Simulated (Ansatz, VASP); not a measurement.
## Ga13P13H30 (GaP wire along [111], 26 atoms a period, H-terminated) in two plane-wave programs

Wanted: the spread between two codes on one cell, functional and k mesh. The cell is taken from a series of runs on this material, whose earlier steps may have relaxed, scaled, displaced or heated it; both programs get it as it stands.

Calculated with Ansatz 0.2.0; plane waves, with VASP 6.6.1 beside it; single point at PBE.

### Step 1. Set-up

The cell holds 56 atoms: 13 Ga, 13 P and 30 H. Its edges and angles: a = 17.172 Å, b = 16.386 Å, c = 9.456 Å, α = 90.0°, β = 90.0°, γ = 90.0°. Vacuum lies along a and b. The structure's axis is c.

### Step 2. VASP: single point, PBE

A single point gives forces, pressure and levels at one fixed geometry, so differences don't come from the geometry; what else differs is listed under the comparison.

Lines of VASP's logs that name or quote its potential files are left out, and so is its time.

INCAR reads:

```
SYSTEM = Ga13P13H30
PREC = Accurate
ENCUT = 400
EDIFF = 1E-06
NELM = 120
ISMEAR = -1
SIGMA = 0.05
LREAL = Auto
ALGO = Normal
GGA = PE
NBANDS = 176
LORBIT = 11
LWAVE = .FALSE.
LCHARG = .FALSE.
ISIF = 2
LASPH = .TRUE.
GGA_COMPAT = .FALSE.
EFERMI = MIDGAP
KPAR = 4
```

POSCAR reads:

```
Ga13P13H30
1.0
   17.1720000000      0.0000000000      0.0000000000
    0.0000000000     16.3860000000      0.0000000000
    0.0000000000      0.0000000000      9.4563845977
Ga P H
13 13 30
Direct
    0.3880500670      0.4367085660      0.0057150070
    0.5000129840      0.6399335440      0.0056563760
    0.3798234080      0.5770597570      0.3411970270
    0.5000129840      0.3588224740      0.3411386930
    0.6202025600      0.5770597570      0.3411970270
    0.2579106660      0.5189851610      0.6480574150
    0.3911824650      0.2770853260      0.6481383370
    0.3667549410      0.7166888560      0.6480159950
    0.5000129840      0.5042890410      0.6582123120
    0.6332710270      0.7166888560      0.6480159950
    0.6088435030      0.2770853260      0.6481383370
    0.7421153020      0.5189851610      0.6480574150
    0.6119759010      0.4367085660      0.0057150070
    0.3929537900      0.4395260700      0.2549641330
    0.5000129840      0.6339041120      0.2549358880
    0.6070721780      0.4395260700      0.2549641330
    0.3832609300      0.5749036880      0.5902717720
    0.5000129840      0.3629651360      0.5902466700
    0.6167650380      0.5749036880      0.5902717720
    0.2737106175      0.4963100580      0.9053127300
    0.3800934600      0.3031275850      0.9052224030
    0.3935960870      0.7138806550      0.9051882480
    0.5000129840      0.5043999770      0.9146152090
    0.6064298810      0.7138806550      0.9051882480
    0.6199325080      0.3031275850      0.9052224030
    0.7263153505      0.4963100580      0.9053127300
    0.3082193410      0.6202877070      0.2700333820
    0.5000129840      0.2721899530      0.2700250670
    0.6918066270      0.6202877070      0.2700333820
    0.3241999870      0.3978768450      0.2981343440
    0.5000129840      0.7171080950      0.2982125340
    0.6758259810      0.3978768450      0.2981343440
    0.1963464930      0.5889717420      0.6391781930
    0.2443651280      0.4306691670      0.5919712850
    0.3114703250      0.3086072310      0.5913150390
    0.2780763370      0.7373508110      0.6393554370
    0.4184001140      0.1862192850      0.6398855490
    0.4328812930      0.7730319920      0.5914213240
    0.5671446750      0.7730319920      0.5914213240
    0.5816258540      0.1862192850      0.6398855490
    0.7219496310      0.7373508110      0.6393554370
    0.6885556430      0.3086072310      0.5913150390
    0.7556608400      0.4306691670      0.5919712850
    0.8036794750      0.5889717420      0.6391781930
    0.2123633350      0.4478505380      0.9617640640
    0.2593010500      0.5673192540      0.9875313460
    0.3093564260      0.2716386660      0.9615474440
    0.3277600510      0.6916027800      0.9876699340
    0.4030765390      0.7938571520      0.9612751320
    0.4315336550      0.2546340540      0.9876864020
    0.5684923130      0.2546340540      0.9876864020
    0.5969494290      0.7938571520      0.9612751320
    0.6722659170      0.6916027800      0.9876699340
    0.6906695420      0.2716386660      0.9615474440
    0.7407249180      0.5673192540      0.9875313460
    0.7876626330      0.4478505380      0.9617640640
```

KPOINTS reads:

```
Automatic mesh
0
Gamma
1 1 9
0 0 0
```

Potentials, in the order of the species: Ga_d, P and H (PBE family, release 64).

Started as:

```bash
> mpirun -np 8 vasp_std
```

Numbers of over 12 decimals in the logs are rounded to 6 here.

The log of the run:

```text
[banner, memory and clock lines left out]
running    8 mpi-ranks, on    1 nodes
[...]
|                                                                             |
|           W    W    AA    RRRRR   N    N  II  N    N   GGGG   !!!           |
|           W    W   A  A   R    R  NN   N  II  NN   N  G    G  !!!           |
|           W    W  A    A  R    R  N N  N  II  N N  N  G       !!!           |
|           W WW W  AAAAAA  RRRRR   N  N N  II  N  N N  G  GGG   !            |
|           WW  WW  A    A  R   R   N   NN  II  N   NN  G    G                |
|           W    W  A    A  R    R  N    N  II  N    N   GGGG   !!!           |
|                                                                             |
|     For optimal performance we recommend to set                             |
|       NCORE = 2 up to number-of-cores-per-socket                            |
|     NCORE specifies how many cores store one orbital (NPAR=cpu/NCORE).      |
|     This setting can greatly improve the performance of VASP for DFT.       |
|     The default, NCORE=1 might be grossly inefficient on modern             |
|     multi-core architectures or massively parallel machines. Do your        |
|     Unfortunately you need to use the default for GW and RPA                |
|     calculations (for HF NCORE is supported but not extensively tested      |
|     yet).                                                                   |
|                                                                             |

 LDA part: xc-table for (Slater+PW92), standard interpolation
 POSCAR, INCAR and KPOINTS ok, starting setup
[...]
entering main loop
       N       E                     dE             d eps       ncg     rms          rms(c)
DAV:   1     0.168309002061E+04    0.16831E+04   -0.93381E+04  2128   0.107E+03
DAV:   2     0.142334129315E+02   -0.16689E+04   -0.16032E+04  2432   0.274E+02
DAV:   3    -0.205749850695E+03   -0.21998E+03   -0.21829E+03  2208   0.109E+02
DAV:   4    -0.223540584031E+03   -0.17791E+02   -0.17750E+02  2432   0.324E+01
[...]
DAV:  24    -0.212560412377E+03   -0.11420E-04   -0.51344E-07  1528   0.264E-03    0.589E-04
DAV:  25    -0.212560417020E+03   -0.46428E-05   -0.34304E-07  1512   0.156E-03    0.450E-04
DAV:  26    -0.212560417685E+03   -0.66513E-06   -0.10484E-07  1552   0.128E-03
   1 F= -.21256042E+03 E0= -.21256042E+03  d E =-.962589E-13
```

Parts of OUTCAR (step 2):

```text
  Total       -2.6673275     -2.7005611     -2.4179688      0.0000000      0.0177148      0.0000000
  in kB       -1.6060829     -1.6260940     -1.4559361      0.0000000      0.0106666      0.0000000
  external PRESSURE =      -1.5627043 kB  Pullay stress =       0.0000000 kB

 POSITION                                       TOTAL-FORCE (eV/Angst)
 -----------------------------------------------------------------------------------
      6.66360      7.15591      0.05404         0.024524      0.016246     -0.006059
      8.58622     10.48595      0.05349         0.000000     -0.031612     -0.005943
      6.52233      9.45570      3.22649        -0.022380      0.012444     -0.006871
      8.58622      5.87967      3.22594         0.000000     -0.025122     -0.009482
     10.65012      9.45570      3.22649         0.022380      0.012444     -0.006871
      4.42884      8.50409      6.12828        -0.016745     -0.001518     -0.017223
      6.71739      4.54032      6.12905        -0.006793     -0.016763     -0.017404
      6.29792     11.74366      6.12789        -0.009418      0.014775     -0.016676
      8.58622      8.26328      6.22431         0.000000      0.001231      0.013878
     10.87453     11.74366      6.12789         0.009418      0.014775     -0.016676
     10.45506      4.54032      6.12905         0.006793     -0.016763     -0.017404
     12.74360      8.50409      6.12828         0.016745     -0.001518     -0.017223
     10.50885      7.15591      0.05404        -0.024524      0.016246     -0.006059
      6.74780      7.20207      2.41104        -0.016519     -0.011548      0.002322
[...]
-----------------------------------------------------------------------------------
    total drift:                               -0.000051     -0.004541      0.001125

  FREE ENERGIE OF THE ION-ELECTRON SYSTEM (eV)
  ---------------------------------------------------
  free  energy   TOTEN  =      -212.5604176853 eV

  energy  without entropy=     -212.5604176853  energy(sigma->0) =     -212.56041769

[... 3 further parts left out ...]
[key lines of the parts left out:]
E-fermi :  -2.1011
```

### Step 3. Ansatz: single point, PBE

Ansatz runs on its PAW soft_1 files.

The same cell, functional, mesh and smearing now go to Ansatz, which takes its cutoff from its data sets.

input.yaml reads:

```yaml
crystal:
  lattice:
    - [17.172, 0.0, 0.0]
    - [0.0, 16.386, 0.0]
    - [0.0, 0.0, 9.4563845977]
  atoms:
    - { symbol: Ga, position: [0.388050067, 0.436708566, 0.005715007] }
    - { symbol: Ga, position: [0.500012984, 0.639933544, 0.005656376] }
    - { symbol: P, position: [0.39295379, 0.43952607, 0.254964133] }
    - { symbol: P, position: [0.500012984, 0.633904112, 0.254935888] }
    - { symbol: P, position: [0.607072178, 0.43952607, 0.254964133] }
    - { symbol: H, position: [0.308219341, 0.620287707, 0.270033382] }
    - { symbol: H, position: [0.500012984, 0.272189953, 0.270025067] }
    - { symbol: H, position: [0.691806627, 0.620287707, 0.270033382] }
    - { symbol: H, position: [0.324199987, 0.397876845, 0.298134344] }
    - { symbol: H, position: [0.500012984, 0.717108095, 0.298212534] }
    - { symbol: H, position: [0.675825981, 0.397876845, 0.298134344] }
    - { symbol: Ga, position: [0.379823408, 0.577059757, 0.341197027] }
    - { symbol: Ga, position: [0.500012984, 0.358822474, 0.341138693] }
    - { symbol: Ga, position: [0.62020256, 0.577059757, 0.341197027] }
    - { symbol: P, position: [0.38326093, 0.574903688, 0.590271772] }
    - { symbol: P, position: [0.500012984, 0.362965136, 0.59024667] }
    - { symbol: P, position: [0.616765038, 0.574903688, 0.590271772] }
    - { symbol: H, position: [0.196346493, 0.588971742, 0.639178193] }
    - { symbol: H, position: [0.244365128, 0.430669167, 0.591971285] }
    - { symbol: H, position: [0.311470325, 0.308607231, 0.591315039] }
    - { symbol: H, position: [0.278076337, 0.737350811, 0.639355437] }
    - { symbol: H, position: [0.418400114, 0.186219285, 0.639885549] }
    - { symbol: H, position: [0.432881293, 0.773031992, 0.591421324] }
    - { symbol: H, position: [0.567144675, 0.773031992, 0.591421324] }
    - { symbol: H, position: [0.581625854, 0.186219285, 0.639885549] }
    - { symbol: H, position: [0.721949631, 0.737350811, 0.639355437] }
    - { symbol: H, position: [0.688555643, 0.308607231, 0.591315039] }
    - { symbol: H, position: [0.75566084, 0.430669167, 0.591971285] }
    - { symbol: H, position: [0.803679475, 0.588971742, 0.639178193] }
    - { symbol: Ga, position: [0.257910666, 0.518985161, 0.648057415] }
    - { symbol: Ga, position: [0.391182465, 0.277085326, 0.648138337] }
    - { symbol: Ga, position: [0.366754941, 0.716688856, 0.648015995] }
    - { symbol: Ga, position: [0.500012984, 0.504289041, 0.658212312] }
    - { symbol: Ga, position: [0.633271027, 0.716688856, 0.648015995] }
    - { symbol: Ga, position: [0.608843503, 0.277085326, 0.648138337] }
    - { symbol: Ga, position: [0.742115302, 0.518985161, 0.648057415] }
    - { symbol: P, position: [0.273710618, 0.496310058, 0.90531273] }
    - { symbol: P, position: [0.38009346, 0.303127585, 0.905222403] }
    - { symbol: P, position: [0.393596087, 0.713880655, 0.905188248] }
    - { symbol: P, position: [0.500012984, 0.504399977, 0.914615209] }
    - { symbol: P, position: [0.606429881, 0.713880655, 0.905188248] }
    - { symbol: P, position: [0.619932508, 0.303127585, 0.905222403] }
    - { symbol: P, position: [0.726315351, 0.496310058, 0.90531273] }
    - { symbol: H, position: [0.212363335, 0.447850538, 0.961764064] }
    - { symbol: H, position: [0.25930105, 0.567319254, 0.987531346] }
    - { symbol: H, position: [0.309356426, 0.271638666, 0.961547444] }
    - { symbol: H, position: [0.327760051, 0.69160278, 0.987669934] }
    - { symbol: H, position: [0.403076539, 0.793857152, 0.961275132] }
    - { symbol: H, position: [0.431533655, 0.254634054, 0.987686402] }
    - { symbol: H, position: [0.568492313, 0.254634054, 0.987686402] }
    - { symbol: H, position: [0.596949429, 0.793857152, 0.961275132] }
    - { symbol: H, position: [0.672265917, 0.69160278, 0.987669934] }
    - { symbol: H, position: [0.690669542, 0.271638666, 0.961547444] }
    - { symbol: H, position: [0.740724918, 0.567319254, 0.987531346] }
    - { symbol: H, position: [0.787662633, 0.447850538, 0.961764064] }
    - { symbol: Ga, position: [0.611975901, 0.436708566, 0.005715007] }
kpoints:
  mp_grid: { grid: [1, 1, 9] }
  band_path: { path: ["Γ", Z], npoints: 90 }
scf:
  occupations: { method: fermi_dirac, width: 0.05 }
hamiltonian:
  xc: pbe
  pseudopotentials: { kind: paw, azcp: { folder: soft_1 } }
output:
  dos: { e_range: [-5, 4] }
  write_potential: true
  write_density: true
  volumetric_format: npy
```

Started as:

```bash
> ansatz run input.yaml --threads 4 --pin off --max-ram 16384MiB --backend cpu --events-out ev --progress --plain --runs-dir out
```

The log of the run:

```text
Engine: ansatz 0.2.0, aarch64-unknown-linux-gnu
Pseudopotentials: kind: paw
Pseudopotential: Ga, paw, valence charge 13, recommended cutoff 420 eV (normal), soft_1/Ga.paw.azcp
Pseudopotential: P, paw, valence charge 5, recommended cutoff 420 eV (normal), soft_1/P.paw.azcp
Pseudopotential: H, paw, valence charge 1, recommended cutoff 420 eV (normal), soft_1/H.paw.azcp
Functional definition: PBE
  parameter kappa = 0.804
  parameter beta = 0.066725
  exchange = pbe_x(kappa = kappa, mu = beta*pi^2/3)
  correlation = pbe_c(beta = beta)
Crystal: 56 atoms, lattice volume = 2660.841 Å³
Basis set: ecut = 420 eV, 52045 PW (Γ)
Bands: 188, of which v1, the nominal top of the filled ones, is band 132 counted from 1 (131 counted from 0)
Symmetry: 2 space group operations
Space group: Pm (ITA 6), of the structure as read, at distance tolerance 1.4e-4 Å
k-points: 5 of 9 (time reversal used)
Non-local potential: Ga, projectors of the file, l = 0: 2, l = 1: 2, l = 2: 3, l = 3: 1
Non-local potential: P, projectors of the file, l = 0: 2, l = 1: 2, l = 2: 1
Non-local potential: H, projectors of the file, l = 0: 2, l = 1: 1
PAW form: soft (Blöchl's): semilocal exchange-correlation on the pseudo side does not see the compensation charge
PAW one-centre angular grid: Ga, 590 points (default); XC on 64 Gauss nodes
PAW one-centre angular grid: P, 110 points (default); XC on 64 Gauss nodes
PAW one-centre angular grid: H, 110 points (default); XC on 64 Gauss nodes
Initial density: superposition of atomic densities (neutral atoms: chi_scale 0, normalization atom)
Initial wavefunctions: pseudopotential atomic-orbital guess
Functional: x = pbe(κ = 0.804, μ = 0.219515), c = pbe(β = 0.066725)
SCF iter   1: F=—  HF=-59493.416635 eV  |F-HF|=—  |Δ(HF+E_count)|=         —  Δρ=3.65e-2  dr2=3.30e1  ethr=3.10e-3  ⟨swp⟩=8.8  Hψ=4901  notcnv=0  defer=74
preconditioner: auto → Resta (q_TF=auto, 1.856 Å⁻¹)  ε∞=1.7  [insulator: Δε(μ)=3.412 eV  Ē_g=13.967 eV  σ=0.050 eV  W_gap=1.00  n_scr=282 (ndim 8)  ℏωp=11.7 eV  f_vac=0.604  D(μ)=0.00/eV (n_scr^D=0)  ε∞_Penn≈1.7  vacuum switching on, ρ_ref=1.4e-2 e/Å³]
SCF iter   2: F=—  HF=-59484.393739 eV  |F-HF|=—  |Δ(HF+E_count)|=    9.02e0  Δρ=1.62e-2  dr2=5.82e0  ethr=3.10e-3  ⟨swp⟩=4.0  Hψ=1819  notcnv=0  defer=243
SCF iter   3: F=—  HF=-59483.095611 eV  |F-HF|=—  |Δ(HF+E_count)|=    1.30e0  Δρ=3.65e-3  dr2=6.48e-1  ethr=2.20e-3  ⟨swp⟩=3.8  Hψ=1438  notcnv=0  defer=243
SCF iter   4: F=—  HF=-59482.829170 eV  |F-HF|=—  |Δ(HF+E_count)|=   2.66e-1  Δρ=1.41e-3  dr2=4.14e-2  ethr=2.45e-4  ⟨swp⟩=4.6  Hψ=1636  notcnv=0  defer=240
SCF iter   5: F=—  HF=-59482.830921 eV  |F-HF|=—  |Δ(HF+E_count)|=   1.75e-3  Δρ=4.70e-4  dr2=5.37e-3  ethr=1.57e-5  ⟨swp⟩=2.0  Hψ=1607  notcnv=0  defer=240
SCF iter   6: F=—  HF=-59482.832587 eV  |F-HF|=—  |Δ(HF+E_count)|=   1.67e-3  Δρ=1.59e-4  dr2=1.30e-3  ethr=2.03e-6  ⟨swp⟩=2.0  Hψ=1135  notcnv=0  defer=240
SCF iter   7: F=—  HF=-59482.832710 eV  |F-HF|=—  |Δ(HF+E_count)|=   1.23e-4  Δρ=4.34e-5  dr2=9.16e-5  ethr=4.93e-7  ⟨swp⟩=3.0  Hψ=1364  notcnv=0  defer=240
SCF iter   8: F=—  HF=-59482.832810 eV  |F-HF|=—  |Δ(HF+E_count)|=   1.00e-4  Δρ=1.69e-5  dr2=7.29e-6  ethr=3.47e-8  ⟨swp⟩=2.0  Hψ=1455  notcnv=0  defer=240
SCF iter   9: F=—  HF=-59482.832819 eV  |F-HF|=—  |Δ(HF+E_count)|=   9.11e-6  Δρ=7.28e-6  dr2=1.42e-6  ethr=2.76e-9  ⟨swp⟩=2.0  Hψ=1360  notcnv=0  defer=240
SCF iter  10: F=—  HF=-59482.832820 eV  |F-HF|=—  |Δ(HF+E_count)|=   9.96e-7  Δρ=1.71e-6  dr2=1.35e-7  ethr=5.37e-10  ⟨swp⟩=2.0  Hψ=1360  notcnv=0  defer=240
SCF iter  11: F=-59482.832820 eV  HF=-59482.832820 eV  |F-HF|=2.42e-9  |Δ(HF+E_count)|=   5.13e-8  Δρ=6.30e-7  dr2=1.26e-8  ethr=3.79e-11  ⟨swp⟩=18.6  Hψ=6332  notcnv=0
SCF 1 converged in 11 iterations: F = -59482.832820 eV  dr2 = 1.26e-8
  greatest PAW one-centre occupation: 0.995 electrons in one spin orbital (limit 2), on the Ga atom at site 31 (counted from 0), in its partial waves of l = 2
NSCF: frozen V_eff on 91 k-points
[...]
SCF converged after 11 iterations
Free energy (F): -59482.832820 eV
Harris-Foulkes:  -59482.832820 eV  (|F-HF|=2.42e-9)
Internal energy: -59482.832820 eV  (E = F + TS)
E sigma→0 (E₀):  -59482.832820 eV
Fermi energy:    -1.600444 eV
--- Per-component energies (eV) ---
  E_band       = -3132.853349
  E_kinetic    = 2729.671417
  E_local      = -94753.371062  (includes V_loc(G=0)·N_el)
  E_nonlocal   = -768.024974
  E_hartree    = 48461.687439
  E_xc         = -2025.410896
  E_vxc        = -1847.085811  (∫ρ·V_xc dr)
  E_paw        = -33164.916848  (= ΣΔE_a)
  E_vpaw       = -5417.393177  (= ΣTr[D̂ρ^β])
  E_aug_tail   = -0.031681  (compensation charges beyond the density's cutoff)
  E_ewald      = 20037.563785
  E_smearing   = -0.000000  (= −TS)
  E_closure    = -0.000000  (closes the sum)
  Σ components = -59482.832820   (vs F -59482.832820, Δ=0.00e0)
--- Band table (eV; the first three rows and the last of 5) ---
  k-point 0: bands = [... 128 lower, -3.4101, -3.4099, -3.3967, -3.1174, -0.0603, 0.1627, 0.4534, 0.4538, ... 52 higher]
  k-point 1: bands = [... 128 lower, -3.4121, -3.4120, -3.3909, -3.1647, -0.0403, 0.1919, 0.4139, 0.4163, ... 52 higher]
  k-point 2: bands = [... 128 lower, -3.4179, -3.4178, -3.3775, -3.3025, 0.0135, 0.2525, 0.3209, 0.3259, ... 52 higher]
  k-point 4: bands = [... 128 lower, -3.6955, -3.4315, -3.4311, -3.3563, 0.1416, 0.1447, 0.1485, 0.2752, ... 52 higher]
```

### Step 4. Differences

Known differences besides the potentials themselves: the cutoff is 420 eV in Ansatz and 400 eV in VASP (PREC = Accurate, projectors in real space). Total energies have different zeros and are not compared.

The two programs side by side:

```tsv
quantity	Ansatz	VASP	difference
gap on the k mesh (eV)	3.057	3.054	+0.003
```

A gap on the mesh is an upper bound, since the band edges may lie between its points.

### Step 5. Outcome

```
difference in gap on the k mesh (single point, PBE) : 0.0027 eV
```

**Reading.** The difference in gap on the k mesh is 0.0027 eV (single point, PBE), within the 0.08 eV picked in this series as the mark of a large difference. How closely two codes agree says nothing of how well the functional describes the real material.

[Lines on the potential files, build, host, timing and source positions are cut from VASP's logs without a mark.]

[Logs are printed without paths, hosts, clocks, repeated set-up lines and the standing remarks that a program may print on its own settings, such as how far it seeks lower states.]

[Hosts, paths, dates, database ids (printed as entryN), source tags and the programs' standing remarks are cut or masked in the printed files.]
